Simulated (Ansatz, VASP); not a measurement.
# SiF in VASP and in Ansatz

File INCAR:

```
PREC = Accurate ; ENCUT = 520
EDIFF = 1E-6 ; ISMEAR = -1
SIGMA = 0.05 ; LREAL = False
LASPH = True ; NELM = 80
ALGO = Normal ; ISIF = 2
LWAVE = False ; LCHARG = False
GGA = PE ; NBANDS = 12
```

File KPOINTS:

```
Automatic mesh
0
Gamma
  12 12 12
```

The input POSCAR:

```
SiF
1.0
    1.3386000000      0.7728400000      3.8983100000
   -1.3386000000      0.7728400000      3.8983100000
    0.0000000000     -1.5456800000      3.8983100000
Si F
1 1
Direct
    0.5000000000      0.5000000000      0.5000000000
    0.0000000000      0.0000000000      0.0000000000
```

Contents of input.yaml:

```yaml
crystal:
  lattice:
    - [1.3386, 0.77284, 3.89831]
    - [-1.3386, 0.77284, 3.89831]
    - [0.0, -1.54568, 3.89831]
  atoms:
    - { symbol: Si, position: [0.5, 0.5, 0.5] }
    - { symbol: F, position: [0.0, 0.0, 0.0] }
hamiltonian:
  xc: pbe
  pseudopotentials: { kind: paw }
kpoints:
  mp_grid: { grid: [12, 12, 12] }
  band_path:
    path:
      - [[0.0, 0.0, 0.0], [0.5, 0.0, 0.0], [0.5, 0.1928687279, -0.1928687279]]
      - [[0.8071312721, 0.5, 0.1928687279], [0.5, 0.5, 0.5], [0.0, 0.0, 0.0], [0.346434364, 0.0, -0.346434364]]
      - [[0.653565636, 0.346434364, 0.0], [0.5, 0.5, 0.0], [0.653565636, 0.653565636, 0.1928687279], [0.5, 0.5, 0.5]]
      - [[0.5, 0.0, 0.0], [0.8071312721, 0.346434364, 0.346434364]]
    npoints: 14
scf:
  occupations: { method: fermi_dirac, width: 0.05 }
  n_extra_bands: 6
output:
  forces: true
  stress: true
  eigenvalues: true
  fatbands: true
```

The cell was built by a generator and needn't be a form met in nature.

Alike in both runs: functional PBE; k mesh 12 × 12 × 12; occupations fermi-dirac, width 0.05 eV; no spin polarisation.

```csv
,VASP,Ansatz
version,VASP 6.6.1,Ansatz 0.2.0
potentials or method,"VASP PAW PBE potentials, release 64 (Si, F)",Ansatz PAW
plane-wave cutoff (eV),520,420
valence electrons in the cell,11,11
task,single point,band structure
```

```tsv
	VASP	Ansatz	Ansatz less VASP
gap on the k mesh at the Fermi level (eV)	none	none	-
pressure (GPa)	0.0	0.2	+0.21
largest component of the traceless stress (GPa)	0.37	0.40	+0.027
```

A gap of «none» marks a metal or a gap that the smearing closes.

Caveats: an odd number of electrons without spin polarisation forces a metal; a magnetic or distorted state may lie lower; the pressure holds a Pulay correction of +0.5 GPa for the finite cutoff (Ansatz).
